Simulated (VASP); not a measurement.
Output of a VASP run:

### OSZICAR
```
       N       E                     dE             d eps       ncg     rms          rms(c)
DAV:   1     0.190288824814E+01    0.19029E+01   -0.38924E+03   808   0.710E+02
DAV:   2    -0.142872978061E+01   -0.33316E+01   -0.33075E+01   944   0.439E+01
DAV:   3    -0.144901237307E+01   -0.20283E-01   -0.20217E-01  1096   0.386E+00
DAV:   4    -0.144908232176E+01   -0.69949E-04   -0.69946E-04  1024   0.162E-01
DAV:   5    -0.144908240006E+01   -0.78298E-07   -0.78215E-07  1032   0.471E-03    0.753E+00
DAV:   6    -0.145758064290E+01   -0.84982E-02   -0.11680E-03   912   0.320E-01    0.451E+00
DAV:   7    -0.146244361812E+01   -0.48630E-02   -0.25352E-03   952   0.496E-01    0.518E-02
DAV:   8    -0.146245688308E+01   -0.13265E-04   -0.59477E-05   848   0.750E-02    0.153E-02
DAV:   9    -0.146245977568E+01   -0.28926E-05   -0.64408E-06  1064   0.253E-02    0.352E-03
DAV:  10    -0.146245876089E+01    0.10148E-05   -0.24932E-06   776   0.125E-02    0.286E-03
DAV:  11    -0.146245882054E+01   -0.59646E-07   -0.80717E-08   440   0.259E-03
   1 F= -.14624588E+01 E0= -.14622572E+01  d E =-.604773E-03
```

OUTCAR:
```
------------------------ aborting loop because EDIFF is reached ----------------------------------------
  FORCE on cell =-STRESS in cart. coord.  units (eV):
  Direction    XX          YY          ZZ          XY          YZ          ZX
  --------------------------------------------------------------------------------------
  Total       -0.1150564     -0.1150564     -0.1150564     -0.0000000     -0.0000000      0.0000000
  in kB       -4.4806373     -4.4806373     -4.4806373     -0.0000000     -0.0000000      0.0000000
  external PRESSURE =      -4.4806373 kB  Pullay stress =       0.0000000 kB
  volume of cell :       41.14
      direct lattice vectors                 reciprocal lattice vectors
     0.000000000  2.740000000  2.740000000    -0.182481752  0.182481752  0.182481752
     2.740000000  0.000000000  2.740000000     0.182481752 -0.182481752  0.182481752
     2.740000000  2.740000000  0.000000000     0.182481752  0.182481752 -0.182481752
 POSITION                                       TOTAL-FORCE (eV/Angst)
 -----------------------------------------------------------------------------------
      0.00000      0.00000      0.00000        -0.000000     -0.000000     -0.000000
 -----------------------------------------------------------------------------------
    total drift:                               -0.000000     -0.000000     -0.000000
  FREE ENERGIE OF THE ION-ELECTRON SYSTEM (eV)
  ---------------------------------------------------
  free  energy   TOTEN  =        -1.4624588205 eV

  energy  without entropy=       -1.4618540478  energy(sigma->0) =       -1.46225723
```
(Selected blocks of OUTCAR.)

POSCAR:
```
Yb
1
    0.0000000000     2.7400000000     2.7400000000
    2.7400000000     0.0000000000     2.7400000000
    2.7400000000     2.7400000000     0.0000000000
Yb
1
Direct
  0.0000000000   0.0000000000   0.0000000000
```

Task: Reconstruct the remaining input files.

Result: One answer among several that fit: the input of the run itself, PBE GGA, plane waves, VASP's PBE PAW potentials (set 64).

### KPOINTS
```
Automatic mesh
0
Gamma
10 10 10
0 0 0
```

### INCAR
```
SIGMA  =  0.1
LWAVE  =  .FALSE.
ISMEAR  =  1   # Methfessel-Paxton
NELM  =  100   # most electronic steps
PREC  =  Accurate
GGA  =  PE
LREAL  =  .FALSE.   # projection in real space or not
ALGO  =  Normal   # blocked Davidson
SYSTEM  =  Yb
LASPH  =  .TRUE.   # aspherical one-centre terms
LCHARG  =  .FALSE.
LMAXMIX  =  6   # l cut-off of mixed one-centre charges
ISIF  =  2   # forces and stress, cell fixed
EDIFF  =  1E-6   # SCF stop (eV)
ENCUT  =  400   # plane-wave cut-off (eV)
```

POTCAR, in this order: Yb_2 (PBE.64 set). Program: vasp_std.

The 4f electrons are frozen in the core of the lanthanide potential, so 4f levels, which can set the real gap, and their magnetism are missing.

The compound is Yb in the fcc structure. The cell was not relaxed at this level.
